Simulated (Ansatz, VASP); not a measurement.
**SrTl: VASP beside Ansatz**

```
Sr Tl
1.0
     2.99354    0.00000    0.00000
     0.00000    2.99354    0.00000
     0.00000    0.00000    2.99354
Sr Tl
1 1
Direct
  0.00000 0.00000 0.00000
  0.50000 0.50000 0.50000
```

Change from the starting cell: volume scaled by 0.4, PAW files.

Alike in both runs: task electric field gradients; functional LDA; k mesh 9 × 9 × 9; occupations fermi-dirac, width 0.05 eV; no spin polarisation.

|  | VASP | Ansatz |
| --- | --- | --- |
| version | VASP 6.6.1 | Ansatz 0.2.0 |
| potentials or method | VASP PAW LDA potentials, release 64 (Sr_sv, Tl_d) | PAW with Ansatz's default frozen-core files, scalar-relativistic |
| plane-wave cutoff (eV) | 520 | 420 |
| valence electrons in the cell | 23 | 23 |

VASP gave:

| Item | Value |
| --- | --- |
| pressure (GPa) | 193.0 |
| Vzz of the field gradient on the site that differs most (V/Å²) | 0.0 |

**Question.** Which values does Ansatz return?

**Answer.** Pressure (GPa): 188.7; Vzz of the field gradient on the site that differs most (V/Å²): 0.0.

Ansatz warned: «gradients_without_spin_orbit».

Caveats: the cell as given lies far from equilibrium; so large a pressure means that the cell lies far from this level's equilibrium, or that cutoff or potentials fall short (VASP). Spin-orbit coupling is left out, which matters for the levels of Tl.
